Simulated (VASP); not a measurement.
Here is the system:

```xyz
4
Lattice="3.9484 0.0000 0.0000 0.0000 3.9484 0.0000 0.0000 0.0000 3.9484" Properties=species:S:1:pos:R:3 pbc="T T T"
Hf     0.0000     0.0000     0.0000
Pd     1.9742     1.9742     0.0000
Pd     0.0000     1.9742     1.9742
Pd     1.9742     0.0000     1.9742
```

The numbers are results of PBEsol GGA, VASP's PBE PAW potentials (set 64) (plane waves; VASP), not measurements. Numerical set-up: 400 eV cut-off, Gaussian smearing of 0.050 eV, potentials Hf_pv Pd.

Unless said otherwise, spin-orbit coupling is left out, though it shifts the bands of the heavy elements here.

Predict the band gap (along the path) with the smallest direct gap where there is one.

band gap (along the path): none (metal, semimetal or under 0.01 eV)

Total energies compare only between runs with the same potentials, cut-off and functional.

The structure comes from a computed database's HfPd3 entry (Pm-3m); how it stands against other phases isn't given here. It was relaxed first.
